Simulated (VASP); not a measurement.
Here is the system:

```
K
1.0
   -2.64000     2.64000     2.64000
    2.64000    -2.64000     2.64000
    2.64000     2.64000    -2.64000
K
1
Direct
  0.00000   0.00000   0.00000
```

Method: PBEsol GGA, VASP's PBE PAW potentials (set 64) (plane waves; VASP). Numerical set-up: 480 eV cut-off, 9×9×9 Γ-centred mesh, first-order Methfessel-Paxton smearing of 0.10 eV, potentials K_sv.

Energy and stress use the plane-wave basis of the starting cell.

Problem. The ions, cell shape and volume are relaxed. Predict the relaxed structure.

Solution. 
```
K
1.0
   -2.60484     2.60484     2.60484
    2.60484    -2.60484     2.60484
    2.60484     2.60484    -2.60484
K
1
Direct
  0.00000   0.00000   0.00000
```
Space group Im-3m (229), at a tolerance of 0.03 Å.

Problem. How do energy and volume change from the first to the last step?

Solution. The energy (σ→0) changes by -1.4 meV/atom and the volume by -3.9 %, in 5 ionic steps.

```csv
step,E(σ→0) (eV),max force (eV/Å),pressure (GPa),volume (Å³)
1,-1.1352,0.000,-0.14,73.60
2,-1.1357,0.000,-0.11,72.91
3,-1.1363,0.000,-0.06,71.85
4,-1.1364,0.000,0.05,69.77
5,-1.1366,0.000,-0.01,70.70
```

The compound is K in the bcc structure. This run relaxes it. Symmetry was kept, so distortions that lower it aren't found.
